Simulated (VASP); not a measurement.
Set up this calculation in VASP 6.6.1, as the native input.

* Task: band structure
* Functional: PBE
* Potentials or basis: VASP PAW PBE potentials, release 64 (Zn_GW, Se_GW)
* Cutoff: 420 eV
* k mesh: 10 × 10 × 10
* Occupations: gaussian, width 0.02 eV
* Spin: no spin polarisation
* Further INCAR settings: ALGO = Fast; EDIFF = 1e-07; NBANDS = 16

The structure of ZnSe lies in POSCAR:

```
ZnSe                                    
1.0
    0.0000000000      2.8698678264      2.8698678264
    2.8698678264      0.0000000000      2.8698678264
    2.8698678264      2.8698678264      0.0000000000
  Zn              Se            
     1     1
Direct
     0.0000000000000000    0.0000000000000000    0.0000000000000000
     0.2500000000000000    0.2500000000000000    0.2500000000000000
```

The input as run:

INCAR

```
PREC = Accurate
ENCUT = 420
EDIFF = 1E-7
ISMEAR = 0
SIGMA = 0.02
LREAL = F
LASPH = T
NELM = 100
ALGO = Fast
ISIF = 2
LWAVE = F
LCHARG = F
GGA = PE
NBANDS = 16
KPAR = 4
```

KPOINTS

```
regular mesh
0
Gamma
  10 10 10
```

KPOINTS_OPT

```
path GXWKGLUWLK,UX
10
line-mode
reciprocal
 0.0000000000  0.0000000000  0.0000000000  G
 0.5000000000  0.0000000000  0.5000000000  X

 0.5000000000  0.0000000000  0.5000000000  X
 0.5000000000  0.2500000000  0.7500000000  W

 0.5000000000  0.2500000000  0.7500000000  W
 0.3750000000  0.3750000000  0.7500000000  K

 0.3750000000  0.3750000000  0.7500000000  K
 0.0000000000  0.0000000000  0.0000000000  G

 0.0000000000  0.0000000000  0.0000000000  G
 0.5000000000  0.5000000000  0.5000000000  L

 0.5000000000  0.5000000000  0.5000000000  L
 0.6250000000  0.2500000000  0.6250000000  U

 0.6250000000  0.2500000000  0.6250000000  U
 0.5000000000  0.2500000000  0.7500000000  W

 0.5000000000  0.2500000000  0.7500000000  W
 0.5000000000  0.5000000000  0.5000000000  L

 0.5000000000  0.5000000000  0.5000000000  L
 0.3750000000  0.3750000000  0.7500000000  K

 0.6250000000  0.2500000000  0.6250000000  U
 0.5000000000  0.0000000000  0.5000000000  X
```

Potentials or basis: VASP PAW PBE potentials, release 64 (Zn_GW, Se_GW).

Run with:

```bash
$ cat potpaw_PBE.64/Zn_GW/POTCAR potpaw_PBE.64/Se_GW/POTCAR > POTCAR
$ mpirun -np 4 vasp_std > vasp.out
```

It gave:

| Item | Value |
| --- | --- |
| Pressure | -0.5 GPa |
| Band gap on the k mesh | 1.13 eV, direct |
| Band gap along the path | 1.13 eV, direct |

It took 11 s on 4 MPI ranks on Intel(R) Xeon(R) 6975P-C (Granite Rapids), with other jobs on the host, peak memory 0.17 GiB a rank.
